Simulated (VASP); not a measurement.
A VASP calculation is set up with these files.

**KPOINTS**
```
Automatic mesh
0
Gamma
11 11 11
0 0 0
```

POSCAR:
```
ZnS
1
    0.0000000000     2.6500470000     2.6500470000
    2.6500470000     0.0000000000     2.6500470000
    2.6500470000     2.6500470000     0.0000000000
Zn S
1 1
Direct
  0.0000000000   0.0000000000   0.0000000000
  0.2500000000   0.2500000000   0.2500000000
```

### INCAR
```
ALGO  =  Normal
EDIFF  =  1E-6
ENCUT  =  300
GGA  =  PE
ISIF  =  2
ISMEAR  =  0
LASPH  =  .TRUE.
LCHARG  =  .FALSE.
LDAU  =  .TRUE.
LDAUJ  =  0 0
LDAUL  =  2 -1
LDAUTYPE  =  2
LDAUU  =  2.0 0
LMAXMIX  =  4
LREAL  =  .FALSE.
LWAVE  =  .FALSE.
NELM  =  100
PREC  =  Accurate
SIGMA  =  0.01
SYSTEM  =  ZnS
```

POTCAR, in this order: Zn S (PBE.64 set). Program: vasp_std.

**Question.** Write an equivalent input for Quantum ESPRESSO's pw.x.

**Answer.** One equivalent input (not run):
```
&CONTROL
  calculation = 'scf'
  pseudo_dir = './pseudo'
  outdir = './out'
  tprnfor = .true.
  tstress = .true.
/
&SYSTEM
  ibrav = 0
  nat = 2
  ntyp = 2
  ecutwfc = 84
  occupations = 'smearing'
  smearing = 'gaussian'
  degauss = 0.000735
  input_dft = 'pbe'
/
&ELECTRONS
  conv_thr = 7.3e-08
  electron_maxstep = 100
/
ATOMIC_SPECIES
  Zn 65.380 Zn.upf
  S 32.060 S.upf
CELL_PARAMETERS angstrom
     0.0000000    2.6500470    2.6500470
     2.6500470    0.0000000    2.6500470
     2.6500470    2.6500470    0.0000000
ATOMIC_POSITIONS crystal
  Zn   0.0000000  0.0000000  0.0000000
  S    0.2500000  0.2500000  0.2500000
K_POINTS automatic
  11 11 11 0 0 0
HUBBARD {ortho-atomic}
U Zn-3d 2
```
What does not carry over: the potentials are each code's own (VASP's PAW set, PseudoDojo norm-conserving files in pw.x), so ENCUT and ecutwfc are chosen apart and not converted; conv_thr bounds pw.x's estimated SCF error, while EDIFF bounds the energy change between steps; the +U projectors differ (PAW spheres against orthogonalised atomic orbitals), so the same U acts differently.

The structure comes from a computed database's ZnS entry; how it stands against other phases isn't given here. The cell was not relaxed at this level. The run is one of a series of settings (LDAU = .TRUE., LDAUJ = 0 0, LDAUL = 2 -1, LDAUTYPE = 2, LDAUU = 2.0 0 against the base run), some of them coarse on purpose.
